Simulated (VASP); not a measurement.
An input for Quantum ESPRESSO's pw.x (written as the equivalent of a VASP run, and not itself run):

```
&CONTROL
  calculation = 'vc-relax'
  pseudo_dir = './pseudo'
  outdir = './out'
  tprnfor = .true.
  tstress = .true.
  nstep = 40
  forc_conv_thr = 0.00078
/
&SYSTEM
  ibrav = 0
  nat = 4
  ntyp = 2
  ecutwfc = 102
  occupations = 'smearing'
  smearing = 'gaussian'
  degauss = 0.003675
  input_dft = 'pbesol'
/
&ELECTRONS
  conv_thr = 7.3e-08
  electron_maxstep = 100
/
&IONS
/
&CELL
  press = 300
/
ATOMIC_SPECIES
  Cd 112.414 Cd.upf
  Se 78.971 Se.upf
CELL_PARAMETERS angstrom
     1.9622474   -3.3987087    0.0000000
     1.9622474    3.3987087    0.0000000
     0.0000000    0.0000000    6.7503975
ATOMIC_POSITIONS crystal
  Cd   0.6666670  0.3333330  0.5079165
  Cd   0.3333330  0.6666670  0.0079165
  Se   0.6666670  0.3333330  0.8680835
  Se   0.3333330  0.6666670  0.3680835
K_POINTS automatic
  7 7 4 0 0 0
```

### Question
Translate this input to VASP (INCAR, KPOINTS, POSCAR, choice of POTCAR).

### Answer
Several could match; the one computed here: 
### KPOINTS
```
Automatic mesh
0
Gamma
7 7 4
0 0 0
```

**POSCAR**
```
CdSe
1.0
  1.9622473964  -3.3987087084   0.0000000000
  1.9622473964   3.3987087084   0.0000000000
  0.0000000000   0.0000000000   6.7503974684
Cd Se
2 2
direct
  0.6666670000   0.3333330000   0.5079165317
  0.3333330000   0.6666670000   0.0079165317
  0.6666670000   0.3333330000   0.8680834683
  0.3333330000   0.6666670000   0.3680834683
```

**INCAR**
```
SYSTEM = CdSe
PREC = Accurate
ENCUT = 500
EDIFF = 1E-6
NELM = 100
ALGO = Normal
LREAL = .FALSE.
LASPH = .TRUE.
ISMEAR = 0
SIGMA = 0.05
GGA = PS
LMAXMIX = 4
LWAVE = .FALSE.
LCHARG = .FALSE.
IBRION = 2
ISIF = 3
NSW = 40
EDIFFG = -0.02
PSTRESS = 300
```

POTCAR, in this order: Cd Se (PBE.64 set). Program: vasp_std.

The two are equivalent in intent, not identical: the potentials are each code's own (VASP's PAW set, PseudoDojo norm-conserving files in pw.x), so ENCUT and ecutwfc are chosen apart and not converted; conv_thr bounds pw.x's estimated SCF error, while EDIFF bounds the energy change between steps; forc_conv_thr acts on force components and is met together with etot_conv_thr.

The compound is CdSe in the wurtzite structure. This run relaxes it under an external pressure of 30 GPa. Symmetry was kept, so distortions that lower it aren't found.
